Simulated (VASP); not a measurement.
```
CsSnI3
1.0
    6.24034     0.00000     0.00000
    0.00000     6.24034     0.00000
    0.00000     0.00000     6.24034
Cs Sn I
1 1 3
Direct
  0.00000   0.00000   0.00000
  0.50000   0.50000   0.50000
  0.50000   0.00000   0.50000
  0.00000   0.50000   0.50000
  0.50000   0.50000   0.00000
```

These are PBE GGA, VASP's PBE PAW potentials (set 64) (plane waves; VASP 6.6.1) values and carry that method's errors. Run with 400 eV cut-off, 8×8×8 Γ-centred mesh, Gaussian smearing of 0.010 eV, potentials Cs_sv Sn_d I.

Unless said otherwise, spin-orbit coupling is left out, though it shifts the bands of the heavy elements here.

**Question.** What does the run give for the energy per atom (σ→0), band gap (on the k-mesh) with the smallest direct gap where there is one?

**Answer.** 
The band gap (on the k-mesh) is 0.38 eV and the smallest direct gap (on the k-mesh) is 0.38 eV. The energy per atom (σ→0) is -2.806 eV/atom.

Total energies compare only between runs with the same potentials, cut-off and functional.

The compound is CsSnI3 in the cubic perovskite structure, the ideal cubic form; the compound distorts at low or room temperature. It was relaxed first.
